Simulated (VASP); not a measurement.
Consider the following.

```xyz
6
Lattice="4.8982 0.0000 0.0000 0.0000 4.8982 0.0000 0.0000 0.0000 3.3059" Properties=species:S:1:pos:R:3 pbc="T T T"
Sn     0.0000     0.0000     0.0000
Sn     2.4491     2.4491     1.6530
O      1.5016     1.5016     0.0000
O      3.9507     0.9475     1.6530
O      0.9475     3.9507     1.6530
O      3.3966     3.3966     0.0000
```

These are vdW-DF2, VASP's PBE PAW potentials (set 64) (plane waves; VASP) values and carry that method's errors. Run with 520 eV cut-off, Gaussian smearing of 0.050 eV, potentials Sn_d O.

Unless said otherwise, spin-orbit coupling is left out, though it shifts the bands of the heavy elements here.

Q: Give the energies of bands 15 to 28 at the high-symmetry points, in eV from the valence-band maximum.

A: 
| band | Γ | X | M | Z | R | A |
|---|---|---|---|---|---|---|
| 15 | -7.64 | -6.12 | -5.39 | -6.76 | -6.56 | -7.38 |
| 16 | -3.60 | -6.12 | -5.39 | -6.76 | -6.56 | -7.38 |
| 17 | -3.60 | -2.80 | -3.46 | -3.76 | -4.93 | -4.43 |
| 18 | -3.53 | -2.80 | -3.46 | -3.76 | -4.93 | -4.43 |
| 19 | -2.69 | -2.73 | -2.71 | -3.45 | -3.73 | -2.38 |
| 20 | -1.89 | -2.73 | -2.71 | -3.45 | -3.73 | -2.38 |
| 21 | -1.83 | -1.77 | -1.73 | -2.44 | -1.55 | -2.28 |
| 22 | -1.22 | -1.77 | -1.73 | -2.44 | -1.55 | -2.28 |
| 23 | -1.22 | -1.16 | -1.28 | -1.40 | -0.92 | -0.84 |
| 24 | -0.66 | -1.16 | -1.28 | -1.40 | -0.92 | -0.84 |
| 25 | -0.66 | -0.55 | -0.77 | -1.07 | -0.73 | -0.70 |
| 26 | 0.00 | -0.55 | -0.77 | -1.07 | -0.73 | -0.70 |
| 27 | 0.14 | 3.36 | 3.70 | 4.98 | 5.21 | 3.91 |
| 28 | 5.14 | 3.36 | 3.70 | 4.98 | 5.21 | 3.91 |

The gap is direct, 0.14 eV, from the valence maximum at Γ to the conduction minimum at Γ.

The compound is SnO2 in the rutile structure. It was relaxed first, which changed the volume by +11 %.
